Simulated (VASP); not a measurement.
# Bi3SbO3 (P4/mmm) in VASP: relaxation of cell and atoms with PBE

Aim: the relaxation of cell and atoms of Bi3SbO3 with PBE.

Everything below comes from runs of VASP 6.6.1. Logs are shortened: lines on timing, memory, paths and dates and some standing lists are left out, and cuts for length are marked.

## Step 1: The crystal as given

It takes space group P4/mmm (No. 123, tetragonal). The conventional cell has a = 4.691 Å, b = 4.691 Å, c = 6.900 Å, α = 90.00°, β = 90.00°, γ = 90.00°. Around Sb (site symmetry 4/mmm) lie 4 Bi at 2.35 Å. Around Bi (site symmetry mmm) lie 2 Sb at 2.35 Å and 2 O at 2.35 Å. Bi (site symmetry 4/mmm) is surrounded by 4 O at 2.35 Å. O (site symmetry 4/mmm) has 4 Bi at 2.35 Å as nearest neighbours. O (site symmetry mmm) has 2 Bi at 2.35 Å as nearest neighbours.

The cell was built by a generator and needn't be a form met in nature.

## Step 2: Relaxation of cell and atoms, PBE

The input, INCAR:

```
PREC = Normal
ENCUT = 520
EDIFF = 1E-4
ISMEAR = 0
SIGMA = 0.15
LREAL = False
LASPH = True
NELM = 60
ALGO = Fast
ISIF = 3
LWAVE = False
LCHARG = False
GGA = PE
IBRION = 2
NSW = 24
EDIFFG = -0.08
```

The input, KPOINTS:

```
regular mesh
0
Gamma
  3 3 2
```

The input, POSCAR:

```
Bi3SbO3
1.0
    4.6911932900      0.0000000000      0.0000000000
    0.0000000000      4.6911932900      0.0000000000
    0.0000000000      0.0000000000      6.8999509900
Sb Bi O
1 3 3
Direct
    0.5000000000      0.5000000000      0.5000000000
    0.0000000000      0.5000000000      0.5000000000
    0.5000000000      0.0000000000      0.5000000000
    0.5000000000      0.5000000000      0.0000000000
    0.0000000000      0.0000000000      0.5000000000
    0.0000000000      0.5000000000      0.0000000000
    0.5000000000      0.0000000000      0.0000000000
```

Potentials or basis: VASP PAW PBE potentials, release 64 (Sb, Bi_d, O).

On the command line:

```
> cat potpaw_PBE.64/Sb/POTCAR potpaw_PBE.64/Bi_d/POTCAR potpaw_PBE.64/O/POTCAR > POTCAR
> mpirun -np 1 vasp_std > vasp.out
```

OUTCAR:

```text
PREC = Normal
   ENCUT = 520
   EDIFF = 1E-4
   ISMEAR = 0
   LREAL = False
   LASPH = True
   NELM = 60
   ISIF = 3
   GGA = PE
   IBRION = 2
   NSW = 24
   EDIFFG = -0.08

 ion  position               nearest neighbor table
   1  0.500  0.500  0.500-   2 2.35   3 2.35   3 2.35   2 2.35   4 3.45   4 3.45
   2  0.000  0.500  0.500-   1 2.35   5 2.35   5 2.35   1 2.35   3 3.32   3 3.32   3 3.32   3 3.32

   3  0.500  0.000  0.500-   1 2.35   5 2.35   1 2.35   5 2.35   2 3.32   2 3.32   2 3.32   2 3.32

   4  0.500  0.500  0.000-   6 2.35   7 2.35   7 2.35   6 2.35   1 3.45   1 3.45
   5  0.000  0.000  0.500-   2 2.35   3 2.35   2 2.35   3 2.35
   6  0.000  0.500  0.000-   4 2.35   4 2.35
   7  0.500  0.000  0.000-   4 2.35   4 2.35

  LATTYP: Found a simple tetragonal cell.
 ALAT       =     4.6911932900
 C/A-ratio  =     1.4708306743

  Lattice vectors:

 A1 = (   4.6911932900,   0.0000000000,   0.0000000000)
 A2 = (   0.0000000000,   4.6911932900,   0.0000000000)
 A3 = (   0.0000000000,   0.0000000000,   6.8999509900)

Analysis of symmetry for initial positions (statically):
=====================================================================
 Subroutine PRICEL returns:
 Original cell was already a primitive cell.

 Routine SETGRP: Setting up the symmetry group for a
 simple tetragonal supercell.

 Subroutine GETGRP returns: Found 16 space group operations
 (whereof 16 operations were pure point group operations)
 out of a pool of 16 trial point group operations.

The static configuration has the point symmetry D_4h.

Analysis of symmetry for dynamics (positions and initial velocities):
=====================================================================
 Subroutine PRICEL returns:
 Original cell was already a primitive cell.

 Routine SETGRP: Setting up the symmetry group for a
 simple tetragonal supercell.

 Subroutine GETGRP returns: Found 16 space group operations
 (whereof 16 operations were pure point group operations)
 out of a pool of 16 trial point group operations.

The dynamic configuration has the point symmetry D_4h.

 Subroutine INISYM returns: Found 16 space group operations
 (whereof 16 operations are pure point group operations),
 and found     1 'primitive' translations

----------------------------------------------------------------------------------------

                                     Primitive cell

  volume of cell :     151.8493

  direct lattice vectors                    reciprocal lattice vectors
     4.691193290  0.000000000  0.000000000     0.213165380  0.000000000  0.000000000
     0.000000000  4.691193290  0.000000000     0.000000000  0.213165380  0.000000000
     0.000000000  0.000000000  6.899950990     0.000000000  0.000000000  0.144928566

[... 97 lines left out ...]
  Thomas-Fermi vector in A             =   2.386386
   LORBIT       =      0    0 simple, 1 ext, 2 COOP (PROOUT), +10 PAW based schemes
   GGA     = PE    functional components
   LHFCALC =     F    Hartree Fock is set to
   AEXX    =    0.0000 exact exchange contribution
   IVDW    =     0    specifies the selected vdW correction
   LEPSILON=     F    determine dielectric tensor
   LRPA    =     F    only Hartree local field effects (RPA)
 conjugate gradient relaxation of ions
 non-spin polarized calculation
 RMM-DIIS sequential band-by-band and
 Gauss-broadening in eV      SIGMA  =   0.15
  energy-cutoff  :      520.00
  volume of cell :      151.85
 maximum number of plane-waves:      4129
   NGX = 17   NGY = 17   NGZ = 25

--------------------------------------- Ionic step        1  -------------------------------------------

 number of electron      67.9999981 magnetization

 Free energy of the ion-electron system (eV)
  ---------------------------------------------------
  ext. energy  EPLUGINS =         0.00000000
  ---------------------------------------------------
  free energy    TOTEN  =       -20.99174394 eV

  energy without entropy =      -20.86518759  energy(sigma->0) =      -20.92846577

------------------------ aborting loop because EDIFF is reached ----------------------------------------

  FORCE on cell =-STRESS in cart. coord.  units (eV):
  Direction    XX          YY          ZZ          XY          YZ          ZX
  --------------------------------------------------------------------------------------
  -------------------------------------------------------------------------------------
  Total       47.6553142     47.6553142     -3.7681996      0.0000000      0.0000000      0.0000000
  in kB      502.8161964    502.8161964    -39.7586673      0.0000000      0.0000000      0.0000000
  external PRESSURE =     321.9579085 kB  Pullay stress =       0.0000000 kB
[... 104 lines left out ...]
  FREE ENERGIE OF THE ION-ELECTRON SYSTEM (eV)
  ---------------------------------------------------
  free  energy   TOTEN  =       -27.2616249470 eV

  energy  without entropy=      -27.2081047028  energy(sigma->0) =      -27.23486482

 E-fermi :   3.9605     XC(G=0):  -9.0606

 val. band max:        3.9166512436   @ k =   0.3333   0.3333   0.0000
 cond. band min:       3.9991646577   @ k =   0.3333   0.3333   0.5000
 fundamental gap:      0.0825134141
 Fermi energy:         3.9604671099

 k-point     1 :       0.0000    0.0000    0.0000
  band No.  band energies     occupation
      1     -19.2615      2.00000
      2     -19.1713      2.00000
      3     -19.1497      2.00000
      4     -19.1211      2.00000
      5     -19.1211      2.00000
      6     -19.1094      2.00000
[... 247 lines left out ...]
     39       6.5920      0.00000
     40       6.7168      0.00000

[... ionic steps 4 to 9 ...]

--------------------------------------- Ionic step       10  -------------------------------------------

 number of electron      68.0000159 magnetization

------------------------ aborting loop because EDIFF is reached ----------------------------------------
[... 77 lines left out ...]
--------------------------------------- Ionic step       12  -------------------------------------------

 number of electron      68.0000166 magnetization

 Free energy of the ion-electron system (eV)
  ---------------------------------------------------
  ext. energy  EPLUGINS =         0.00000000
  ---------------------------------------------------
  free energy    TOTEN  =       -28.53535774 eV

  energy without entropy =      -28.49122179  energy(sigma->0) =      -28.51328976

 E-fermi :   4.3826     XC(G=0):  -9.2376

 val. band max:        4.3471505700   @ k =   0.3333   0.3333   0.0000
 cond. band min:       4.3939655300   @ k =   0.3333   0.3333   0.5000
 fundamental gap:      0.0468149599
 Fermi energy:         4.3825758689

 k-point     1 :       0.0000    0.0000    0.0000
  band No.  band energies     occupation
      1     -18.8810      2.00000
      2     -18.7717      2.00000
      3     -18.7545      2.00000
      4     -18.7545      2.00000
      5     -18.7483      2.00000
      6     -18.7279      2.00000
[... 281 lines left out ...]
  FREE ENERGIE OF THE ION-ELECTRON SYSTEM (eV)
  ---------------------------------------------------
  free  energy   TOTEN  =       -28.5353577388 eV

  energy  without entropy=      -28.4912217857  energy(sigma->0) =      -28.51328976

 reached required accuracy - stopping structural energy minimisation
```

It took 2 min on 1 thread of Intel Xeon 6975P-C (Granite Rapids), shared host; peak memory 0.2 GiB.

What came out:

```
Free energy                            : -28.5354 eV
Relaxed volume                         : 24.29 Å³/atom
Relaxed cell                           : a = 5.448 Å, b = 5.448 Å, c = 5.728 Å, α = 90.00°, β = 90.00°, γ = 90.00°
Space group after relaxing (to 0.05 Å) : P4/mmm (No. 123)
Energy gained by relaxing              : 1077.7 meV/atom
Ionic steps                            : 12
Pressure after relaxing                : 0.2 GPa
Band gap on the k mesh                 : 0.05 eV, indirect (least direct gap 0.16 eV)
```

Stress tensor (GPa, compression positive):
```
 0.39  0.00  0.00
 0.00  0.39  0.00
 0.00  0.00 -0.17
```

Step by step:
| step | energy change (eV) | largest force (eV/Å) | pressure (GPa) | volume (Å³) |
| --- | --- | --- | --- | --- |
| 1 | 0.0000 | 0.0000 | 32.20 | 151.85 |
| 2 | -2.2536 | 0.0000 | -14.41 | 261.01 |
| 3 | -6.2699 | 0.0000 | -3.77 | 203.21 |
| 4 | -6.2760 | 0.0000 | -3.57 | 201.79 |
| 5 | -6.2748 | 0.0000 | -3.03 | 200.05 |
| 6 | -7.0090 | 0.0000 | -2.84 | 188.21 |
| 7 | -6.3948 | 0.0000 | 10.22 | 150.97 |
| 8 | -7.4858 | 0.0000 | -1.62 | 176.78 |
| 9 | -7.5399 | 0.0000 | -0.38 | 170.85 |
| 10 | -7.5418 | 0.0000 | -0.42 | 171.67 |
| 11 | -7.5410 | 0.0000 | -0.60 | 172.40 |
| 12 | -7.5436 | 0.0000 | 0.20 | 170.05 |

Final structure:
```
Sb Bi O
1.0
     5.44847    0.00000    0.00000
     0.00000    5.44847    0.00000
     0.00000    0.00000    5.72838
Sb Bi O
1 3 3
Direct
  0.50000 0.50000 0.50000
  0.00000 0.50000 0.50000
  0.50000 0.00000 0.50000
  0.50000 0.50000 0.00000
  0.00000 0.00000 0.50000
  0.00000 0.50000 0.00000
  0.50000 0.00000 0.00000
```

Levels at points of the mesh, in eV from the valence-band top:
```csv
k point,band 30,band 31,band 32,band 33,band 34,band 35,band 36,band 37,band 38,band 39
"(0.00, 0.00, 0.00)",-2.35,-1.84,-0.77,-0.46,-0.46,3.13,3.30,3.65,3.65,3.91
"(0.00, 0.00, 0.50)",-1.44,-0.86,-0.48,-0.48,-0.45,1.24,1.94,3.02,3.14,3.14
```

Caveat: the k mesh is coarse (spacing up to 0.46 Å⁻¹), so the values aren't converged; spin-orbit coupling is left out, which as a rule narrows the gap of such compounds by several tenths of an eV; an odd mesh through Γ misses points on the zone boundary, where band edges often lie; the relaxation stopped at a loose force limit of 0.08 eV/Å, so its end isn't a converged minimum.
